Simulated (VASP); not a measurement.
# Young's modulus, Poisson ratio and elastic non-linearity of bcc Mo under [001] stress at PBEsol, strains from −2 % to +2 %

I have to decide how far a single-crystal Mo whisker may be stretched along [001] if it is to serve as a force sensor read with one fixed spring constant. My whisker is 1 µm long, with a square cross-section of 100 nm × 100 nm at rest. It is to work in tension only, which rules out buckling. It must carry at least 30 µN, and the force may depart from the straight small-strain line by at most 5 %. Among the strains that pass, I take the one with the largest force.

The calculation gives the axial stress, the transverse strain and the stored energy of a perfect crystal. Strains and energies are counted from the crystal relaxed with PBEsol, and tension is positive.

## Set-up

The start is an entry of the ASE's table of reference states database. The crystal was relaxed with PBEsol. Strain is imposed along [001]; the strain across the axis is adjusted until the stress across it vanishes, and the atoms are relaxed with PBEsol. VASP 6.6.1, plane waves with PAW, cutoff 450 eV, no spin polarisation, no spin-orbit coupling, k mesh 26×26×26, static lattice. The same in all rows: band gap on the k mesh at PBEsol: 0.000 eV.

Notes on method and selection:

- Runs that did not converge, have known faults or may not be shown are not listed, and runs on Ansatz's PAW sets soft_1 and soft_2 are kept to separate tables.

Columns:

- strain (%): strain along the axis (tension positive).
- transverse strain (%): strain across the axis.
- stress (GPa): stress along the axis, tension positive.
- strain energy (meV/atom): energy per atom above the relaxed crystal.

Input lines of one member:

```
PREC = Accurate
ENCUT = 450
EDIFF = 1E-07
NELM = 120
ISMEAR = 1
SIGMA = 0.15
LREAL = .FALSE.
ALGO = Normal
GGA = PS
NBANDS = 13
LASPH = .TRUE.
LORBIT = 11
KPAR = 2
IBRION = 1
NSW = 25
```

Command (options for logging and memory left out): `mpirun -np 2 vasp_std`

## Computed values

```
member  strain (%)  transverse strain (%)  stress (GPa)  strain energy (meV/atom)
−2 %    −2.0        0.512                  −8.77         8.69
−1.5 %  −1.5        0.381                  −6.52         4.90
−1 %    −1.0        0.253                  −4.30         2.20
−0.5 %  −0.5        0.125                  −2.12         0.57
0 %     0.0         0.000                  0.01          0.00
+0.5 %  0.5         −0.126                 2.07          0.44
+1 %    1.0         −0.251                 4.06          1.86
+1.5 %  1.5         −0.375                 5.99          4.20
+2 %    2.0         −0.503                 7.84          7.44
```

Least-squares fits to the whole series, with x = strain (%); R² and errors in the fitted variable (y, or ln y where the fit is in ln y):

```
y                      members  fit                      R²    rms residual  leave-one-out rms  the same for the mean of the others
transverse strain (%)  9        y = 0.001778 − 0.2529 x  1.00  0.0022        0.0032             0.37
stress (GPa)           9        y = −0.1933 + 4.163 x    1.00  0.17          0.25               6.0
```

## Why the values move as they do

The rows at ±0.5 % give the small-strain moduli. Young's modulus along [001] is (2.07 + 2.12) / 1.0 = 4.19 GPa per % of strain, or 4.19 × 100 = 419 GPa. The Poisson ratio is (0.126 + 0.125) / 1.0 = 0.251.

For a cubic crystal the bulk modulus follows as $B = E/[3(1-2\nu)]$, 419 / (3 × (1 − 2 × 0.251)) = 280 GPa, and $C_{11}-C_{12} = E/(1+\nu)$, 419 / (1 + 0.251) = 335 GPa. Hence $C_{11}$ = 280 + 2 × 335 / 3 = 503 GPa and $C_{12}$ = 280 − 335 / 3 = 168 GPa. Stress along [001] says nothing about $C_{44}$.

Theory gives a reason for the stiffness. Central springs between nearest neighbours alone would leave a bcc crystal with $C_{11} = C_{12}$, a Poisson ratio of 0.5 and no resistance to this strain, since the ⟨111⟩ bonds could keep their length. The resistance must come from more distant neighbours and from directional d bonding, which is strong in Mo because its d band is about half full. With one atom in the primitive cell, no internal displacement can soften the response.

The stress is not quite linear. Stress divided by strain falls from 8.77 / 2.0 = 4.39 GPa per % at −2 % to 7.84 / 2.0 = 3.92 at +2 %. This is the usual anharmonicity of bonding: repulsion steepens on compression, and cohesion weakens on stretching. Against the small-strain line, the stress is off by about 1 % at ±0.5 %, 3 % at ±1 % and 5 to 6 % at ±2 %.

The strain energy, averaged over each pair of opposite strains, grows as the square of the strain: (8.69 + 7.44) / 2 / 4.0 = 2.02 meV/atom per %², and the ±0.5 % pair gives the same coefficient.

## Outliers

Largest departures from the fit to the whole series:

```
member  transverse strain (%)  fit     computed − fit  in rms residuals
−2 %    0.512                  0.508   +0.004          2.0
−0.5 %  0.125                  0.128   −0.003          1.4
+1.5 %  −0.375                 −0.378  +0.003          1.1
0 %     0.000                  0.002   −0.002          0.8
```

The transverse strain at −2 % lies furthest from its line, but by only 0.004 % of strain. I give that no physical cause.

The energies at small strain are odder. The compressed member of each pair lies higher, by 0.57 − 0.44 = 0.13 meV/atom at ±0.5 % and by 8.69 − 7.44 = 1.25 meV/atom at ±2 %, a ratio of 1.25 / 0.13 = 9.6. Cubic anharmonicity alone would give 4³ = 64, so there is also a term linear in strain, although the stress at zero strain is only 0.01 GPa. The likely cause is the fixed plane-wave cutoff: a larger cell holds more plane waves, which lowers its energy slightly. The term cancels in the pair averages, so I trust those, and I take the non-linearity from the stresses.

The intercept of the stress fit, −0.1933 GPa, is no residual stress either. It arises from forcing a straight line through a curved series.

## Choosing a member

The four compressed rows fail because the whisker works in tension, and the unstrained row carries no load. Four rows remain.

The computed stress refers to the deformed cross-section, so the force is $F = \sigma A_0 (1+\varepsilon_t)^2$, with $\varepsilon_t$ the transverse strain as a fraction and $A_0$ = 1.0 × 10⁻¹⁴ m². One GPa on $A_0$ is 10 µN. The fixed spring constant is $k = EA_0/L$ with $L$ = 1 µm. At 10 µN per GPa this is 419 × 10 / 1 = 4190 µN/µm, which is the same number in N/m, and it predicts 4.19 × 10 = 41.9 µN per % of strain.

- At +0.5 % the force is 2.07 × 10 × (1 − 0.126 / 100)² = 20.6 µN. The line gives 41.9 × 0.5 = 20.95 µN, so linearity is good, but the force is too small.
- At +1 % it is 4.06 × 10 × (1 − 0.251 / 100)² = 40.4 µN against 41.9, a departure of 100 × (40.4 − 41.9) / 41.9 = −3.6 %. Both conditions are met.
- At +1.5 % it is 5.99 × 10 × (1 − 0.375 / 100)² = 59.5 µN against 41.9 × 1.5 = 62.9, a departure of 100 × (59.5 − 62.9) / 62.9 = −5.4 %. The linearity condition is narrowly missed.
- At +2 % it is 7.84 × 10 × (1 − 0.503 / 100)² = 77.6 µN against 41.9 × 2 = 83.8, a departure of 100 × (77.6 − 83.8) / 83.8 = −7.4 %, which fails clearly.

I pick +1 %. The whisker is then 10 nm longer and 0.25 nm narrower, and it stores about ½ × 40.4 µN × 10 nm = 0.20 pJ.

PBEsol moduli of transition metals can be wrong by roughly 10 %, and no measured modulus is compared here. An error of that size puts the force at +1 % between 36 and 44 µN, still above 30, while +0.5 % stays below it. A common scale error cancels in the departure from linearity.

The runner-up is +1.5 %. It would win if the true curvature were a tenth smaller, since 5.4 × 0.9 = 4.9 %, or if I allowed 6 %. Reading the sensor with a quadratic calibration would also remove the objection to it.

## Rules of thumb and their limits

Between −2 % and +2 % the transverse strain follows a single Poisson ratio of about 0.25. One Young's modulus describes the stress to about 3 % within ±1 % of strain; beyond that a quadratic term with a negative coefficient is needed, which lowers the tensile stress and raises the compressive one in size.

The omitted effect that outweighs everything in the table is dislocation slip. Ordinary Mo crystals yield at stresses roughly ten times lower than the 4 GPa of my pick, so the design presupposes a nearly defect-free whisker. Thermal softening is also absent from the static lattice. At room temperature it should lower the modulus by roughly a few per cent, similar to the non-linearity at +1 %, so the spring constant should be calibrated at the working temperature.

[Logs are printed without paths, hosts, clocks, repeated set-up lines and the standing remarks that a program may print on its own settings, such as how far it seeks lower states.]
